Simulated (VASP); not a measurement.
# HPtBr3 (Pm-3m) in VASP: further runs, part 2 of 2

VASP 6.6.1. Earlier steps stand in the parts before.

## Step 3: Single point, PBE (species swapped into the ZnNi3C type (Pm-3m, No. 221))

Input file INCAR:

```
SYSTEM = HPtBr3
ALGO = Normal ; EDIFF = 1E-6
ENCUT = 520 ; GGA = PE
ISIF = 2 ; ISMEAR = 0
LASPH = .True. ; LCHARG = .False.
LREAL = .False. ; LWAVE = .False.
NBANDS = 24 ; NELM = 80
PREC = Accurate ; SIGMA = 0.1
```

Input file KPOINTS:

```
k-points
0
Gamma
  4 4 4
  0 0 0
```

Input file POSCAR:

```
HPtBr3
1.0
    5.1192892898      0.0000000000      0.0000000000
    0.0000000000      5.1192892898      0.0000000000
    0.0000000000      0.0000000000      5.1192892898
H Pt Br
1 1 3
Direct
    0.0000000000      0.0000000000      0.0000000000
    0.5000000000      0.5000000000      0.5000000000
    0.0000000000      0.5000000000      0.5000000000
    0.5000000000      0.5000000000      0.0000000000
    0.5000000000      0.0000000000      0.5000000000
```

Potentials or basis: VASP PAW PBE potentials, release 64 (H, Pt, Br).

Launch:

```sh
cat potpaw_PBE.64/H/POTCAR potpaw_PBE.64/Pt/POTCAR potpaw_PBE.64/Br/POTCAR > POTCAR
mpirun -np 1 vasp_std > vasp.out
```

OUTCAR:

```text
SYSTEM = HPtBr3
   EDIFF = 1E-6
   ENCUT = 520
   GGA = PE
   ISIF = 2
   ISMEAR = 0
   LASPH = .True.
   LREAL = .False.
   NELM = 80
   PREC = Accurate

 ion  position               nearest neighbor table
   1  0.000  0.000  0.000-
   2  0.500  0.500  0.500-   3 2.56   4 2.56   5 2.56   4 2.56   5 2.56   3 2.56
   3  0.000  0.500  0.500-   2 2.56   2 2.56
   4  0.500  0.500  0.000-   2 2.56   2 2.56
   5  0.500  0.000  0.500-   2 2.56   2 2.56

  LATTYP: Found a simple cubic cell.
 ALAT       =     5.1192892898

  Lattice vectors:

 A1 = (   5.1192892898,   0.0000000000,   0.0000000000)
 A2 = (   0.0000000000,   5.1192892898,   0.0000000000)
 A3 = (   0.0000000000,   0.0000000000,   5.1192892898)

Analysis of symmetry for initial positions (statically):
=====================================================================
 Subroutine PRICEL returns:
 Original cell was already a primitive cell.

 Routine SETGRP: Setting up the symmetry group for a
 simple cubic supercell.

 Subroutine GETGRP returns: Found 48 space group operations
 (whereof 48 operations were pure point group operations)
 out of a pool of 48 trial point group operations.

The static configuration has the point symmetry O_h .

Analysis of symmetry for dynamics (positions and initial velocities):
=====================================================================
 Subroutine PRICEL returns:
 Original cell was already a primitive cell.

 Routine SETGRP: Setting up the symmetry group for a
 simple cubic supercell.

 Subroutine GETGRP returns: Found 48 space group operations
 (whereof 48 operations were pure point group operations)
 out of a pool of 48 trial point group operations.

The dynamic configuration has the point symmetry O_h .

[... 105 lines left out ...]
   EFERMI_NEDOS =   21; number of points for ismear=-14 and -15
   IALGO  =     38    algorithm
   IMIX   =      4    mixing-type and parameters
     AMIX     =   0.40;   BMIX     =  1.00
     AMIX_MAG =   1.60;   BMIX_MAG =  1.00
  volume/ion in A,a.u.               =      26.83       181.07
  Fermi-wavevector in a.u.,A,eV,Ry     =   1.015271  1.918583 14.024538  1.030774
  Thomas-Fermi vector in A             =   2.148547
   LORBIT       =      0    0 simple, 1 ext, 2 COOP (PROOUT), +10 PAW based schemes
   GGA     = PE    functional components
   LHFCALC =     F    Hartree Fock is set to
   AEXX    =    0.0000 exact exchange contribution
   IVDW    =     0    specifies the selected vdW correction
   LEPSILON=     F    determine dielectric tensor
   LRPA    =     F    only Hartree local field effects (RPA)
 non-spin polarized calculation
 Gauss-broadening in eV      SIGMA  =   0.10
  energy-cutoff  :      520.00
  volume of cell :      134.16
 maximum number of plane-waves:      3695
 NGX is ok and might be reduce to    40
   NGX = 19   NGY = 19   NGZ = 19

 number of electron      32.0000005 magnetization

 Free energy of the ion-electron system (eV)
  ---------------------------------------------------
  ext. energy  EPLUGINS =         0.00000000
  ---------------------------------------------------
  free energy    TOTEN  =       -11.61624187 eV

  energy without entropy =      -11.59218389  energy(sigma->0) =      -11.60421288

 E-fermi :   0.3949     XC(G=0):  -8.2327

 val. band max:        0.3896351708   @ k =   0.5000   0.5000   0.2500
 cond. band min:       0.4356715283   @ k =   0.2500   0.2500   0.0000
 fundamental gap:      0.0460363575
 Fermi energy:         0.3948702381

 k-point     1 :       0.0000    0.0000    0.0000
  band No.  band energies     occupation
      1     -14.5664      2.00000
      2     -13.7153      2.00000
      3     -13.7153      2.00000
      4      -3.5354      2.00000
      5      -3.5354      2.00000
      6      -3.5354      2.00000
[... 259 lines left out ...]
     23       9.9428      0.00000
     24      10.5901      0.00000

------------------------ aborting loop because EDIFF is reached ----------------------------------------

  FORCE on cell =-STRESS in cart. coord.  units (eV):
  Direction    XX          YY          ZZ          XY          YZ          ZX
  --------------------------------------------------------------------------------------
  -------------------------------------------------------------------------------------
  Total       -0.1844780     -0.1844780     -0.1844780     -0.0000000     -0.0000000      0.0000000
  in kB       -2.2030596     -2.2030596     -2.2030596     -0.0000000     -0.0000000      0.0000000
  external PRESSURE =      -2.2030596 kB  Pullay stress =       0.0000000 kB

 VOLUME and BASIS-vectors are now :
 -----------------------------------------------------------------------------
  energy-cutoff  :      520.00
  volume of cell :      134.16
      direct lattice vectors                 reciprocal lattice vectors
     5.119289290  0.000000000  0.000000000     0.195339615  0.000000000  0.000000000
     0.000000000  5.119289290  0.000000000     0.000000000  0.195339615  0.000000000
     0.000000000  0.000000000  5.119289290     0.000000000  0.000000000  0.195339615

 POSITION                                       TOTAL-FORCE (eV/Angst)
 -----------------------------------------------------------------------------------
      0.00000      0.00000      0.00000         0.000000      0.000000      0.000000
      2.55964      2.55964      2.55964         0.000000      0.000000      0.000000
      0.00000      2.55964      2.55964         0.000000      0.000000      0.000000
      2.55964      2.55964      0.00000         0.000000      0.000000      0.000000
      2.55964      0.00000      2.55964         0.000000      0.000000      0.000000
 -----------------------------------------------------------------------------------
    total drift:                                0.000000     -0.000000     -0.000000

  FREE ENERGIE OF THE ION-ELECTRON SYSTEM (eV)
  ---------------------------------------------------
  free  energy   TOTEN  =       -11.6162418741 eV

  energy  without entropy=      -11.5921838853  energy(sigma->0) =      -11.60421288
```

OSZICAR:

```text
N       E                     dE             d eps       ncg     rms          rms(c)
DAV:   1     0.192882698521E+03    0.19288E+03   -0.12833E+04   480   0.111E+03
DAV:   2    -0.459074814357E+00   -0.19334E+03   -0.18235E+03   640   0.210E+02
DAV:   3    -0.130911084499E+02   -0.12632E+02   -0.12480E+02   624   0.571E+01
DAV:   4    -0.132381374549E+02   -0.14703E+00   -0.14697E+00   568   0.697E+00
DAV:   5    -0.132402151072E+02   -0.20777E-02   -0.20773E-02   632   0.830E-01    0.145E+01
DAV:   6    -0.150036308883E+02   -0.17634E+01   -0.37146E+01   600   0.291E+01    0.199E+01
DAV:   7    -0.120533509203E+02    0.29503E+01   -0.23852E+00   528   0.134E+01    0.919E+00
DAV:   8    -0.121405311799E+02   -0.87180E-01   -0.44678E+00   528   0.831E+00    0.649E+00
DAV:   9    -0.117318601593E+02    0.40867E+00   -0.41327E-01   536   0.237E+00    0.343E+00
DAV:  10    -0.116150539143E+02    0.11681E+00   -0.42027E-01   568   0.233E+00    0.863E-01
DAV:  11    -0.116161439829E+02   -0.10901E-02   -0.19928E-02   584   0.818E-01    0.241E-01
DAV:  12    -0.116162090182E+02   -0.65035E-04   -0.12144E-03   552   0.212E-01    0.922E-02
DAV:  13    -0.116166100595E+02   -0.40104E-03   -0.15490E-03   616   0.946E-02    0.133E-01
DAV:  14    -0.116163050678E+02    0.30499E-03   -0.54453E-04   584   0.701E-02    0.602E-02
DAV:  15    -0.116162436490E+02    0.61419E-04   -0.18571E-04   600   0.291E-02    0.156E-02
DAV:  16    -0.116162415328E+02    0.21161E-05   -0.11197E-05   536   0.100E-02    0.514E-03
DAV:  17    -0.116162418741E+02   -0.34133E-06   -0.49955E-06   448   0.794E-03
   1 F= -.11616242E+02 E0= -.11604213E+02  d E =-.240580E-01
```

stdout:

```text
POSCAR found type information on POSCAR H PtBr
 POSCAR found :  3 types and       5 ions
 scaLAPACK will be used
 LDA part: xc-table for (Slater+PW92), standard interpolation
 POSCAR, INCAR and KPOINTS ok, starting setup
 FFT: planning ... GRIDC
 FFT: planning ... GRID_SOFT
 FFT: planning ... GRID
 WAVECAR not read
 entering main loop
```

Run time: 36 s. Hardware: 1 thread of Intel Xeon Platinum 8488C (Sapphire Rapids), shared host; peak memory 0.25 GiB.

What came out:

- Free energy: -11.6162 eV
- Pressure: -0.2 GPa
- Band gap on the k mesh: none (metal or under the smearing width)

Levels at points of the mesh, in eV from the Fermi level:
```tsv
k point	band 12	band 13	band 14	band 15	band 16	band 17	band 18	band 19	band 20	band 21
(0.00, 0.00, 0.00)	-1.24	-1.24	-1.24	-1.04	-1.04	-1.04	-0.51	1.13	7.52	7.96
(0.50, 0.00, 0.00)	-1.44	-1.11	-1.11	-0.71	-0.37	-0.37	0.11	5.70	6.59	8.95
(0.50, 0.50, 0.00)	-1.52	-0.95	-0.36	-0.36	-0.33	0.27	3.05	7.43	7.43	7.60
(0.50, 0.50, 0.50)	-0.56	-0.45	-0.32	-0.32	-0.32	3.06	3.06	6.32	6.32	6.32
```

## Step 4: Relaxation of cell and atoms, PBE (species swapped into the ZnNi3C type (Pm-3m, No. 221))

Input file INCAR:

```
ALGO = Normal ; EDIFF = 1E-7
EDIFFG = -0.04 ; ENCUT = 600
GGA = PE ; IBRION = 2
ISIF = 3 ; ISMEAR = 0
LASPH = T ; LCHARG = F
LREAL = F ; LWAVE = F
NELM = 100 ; NSW = 90
PREC = Accurate ; SIGMA = 0.1
```

Input file KPOINTS:

```
k-points
0
Gamma
  4 4 4
```

POSCAR: that of step 3 with these lines changed.

```diff
@@ -2,5 +2,5 @@
 1.0
-    5.1192892898      0.0000000000      0.0000000000
-    0.0000000000      5.1192892898      0.0000000000
-    0.0000000000      0.0000000000      5.1192892898
+    4.8985659500      0.0000000000      0.0000000000
+    0.0000000000      4.8985659500      0.0000000000
+    0.0000000000      0.0000000000      4.8985659500
 H Pt Br
```

Launch:

```sh
cat potpaw_PBE.64/H/POTCAR potpaw_PBE.64/Pt/POTCAR potpaw_PBE.64/Br/POTCAR > POTCAR
mpirun -np 1 vasp_std > vasp.out
```

It took 68 s on 1 thread of Intel Xeon Platinum 8488C (Sapphire Rapids), shared host; peak memory 0.25 GiB.

The run converged. Its results:

| Quantity | Value |
| --- | --- |
| Free energy | -11.6149 eV |
| Relaxed volume | 26.69 Å³/atom |
| Relaxed cell | a = 5.110 Å, b = 5.110 Å, c = 5.110 Å, α = 90.00°, β = 90.00°, γ = 90.00° |
| Space group after relaxing (to 0.05 Å) | Pm-3m (No. 221) |
| Energy gained by relaxing | 73.0 meV/atom |
| Ionic steps | 3 |
| Pressure after relaxing | 0.0 GPa |
| Band gap on the k mesh | none (metal or under the smearing width) |

The path:
| step | energy change (eV) | largest force (eV/Å) | pressure (GPa) | volume (Å³) |
| --- | --- | --- | --- | --- |
| 1 | 0.0000 | 0.0000 | 8.30 | 117.55 |
| 2 | -0.3298 | 0.0000 | -1.82 | 139.52 |
| 3 | -0.3650 | 0.0000 | 0.05 | 133.46 |

Final structure:
```
CELL_PARAMETERS angstrom
5.11029 0.00000 0.00000
0.00000 5.11029 0.00000
0.00000 0.00000 5.11029
ATOMIC_POSITIONS crystal
H 0.00000 0.00000 0.00000
Pt 0.50000 0.50000 0.50000
Br 0.00000 0.50000 0.50000
Br 0.50000 0.50000 0.00000
Br 0.50000 0.00000 0.50000
```

Levels at points of the mesh, in eV from the Fermi level:
```csv
k point,band 13,band 14,band 15,band 16,band 17,band 18,band 19,band 20
"(0.00, 0.00, 0.00)",-1.25,-1.25,-1.05,-1.05,-1.05,-0.51,1.14,7.54
"(0.50, 0.00, 0.00)",-1.11,-1.11,-0.71,-0.37,-0.37,0.11,5.73,6.58
"(0.50, 0.50, 0.00)",-0.96,-0.36,-0.36,-0.33,0.27,3.07,7.44,7.44
"(0.50, 0.50, 0.50)",-0.46,-0.32,-0.32,-0.32,3.08,3.08,6.32,6.32
```

Spin-orbit coupling is left out, which matters for the levels of Pt.
